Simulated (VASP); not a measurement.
Given:

```yaml
crystal:
  lattice:
    - [3.96757, 0.00000, 0.00000]
    - [0.00000, 3.96757, 0.00000]
    - [0.00000, 0.00000, 3.96757]
  atoms:
    - { symbol: K, position: [0.00000, 0.00000, 0.00000] }
    - { symbol: Mg, position: [0.50000, 0.50000, 0.50000] }
    - { symbol: F, position: [0.50000, 0.00000, 0.50000] }
    - { symbol: F, position: [0.00000, 0.50000, 0.50000] }
    - { symbol: F, position: [0.50000, 0.50000, 0.00000] }
```

All values below come from AM05 GGA, VASP's PBE PAW potentials (set 64) (plane waves; VASP 6.6.1). Numerical set-up: 520 eV cut-off, 6×6×6 Γ-centred mesh, Gaussian smearing of 0.050 eV, potentials K_sv Mg F.

**Question.** What does the run give for the energy per atom (σ→0), pressure, band gap (on the k-mesh) with the smallest direct gap where there is one?

**Answer.** 
- band gap (on the k-mesh) = 7.41 eV
- smallest direct gap (on the k-mesh) = 7.73 eV
- energy per atom (σ→0) = -4.891 eV/atom
- pressure = 2.48 GPa

The absolute energy has meaning only against runs of the same code, potentials and settings.

The compound is KMgF3 in the cubic perovskite structure. This cell is one point of a volume scan, at 0.97 of the reference volume.
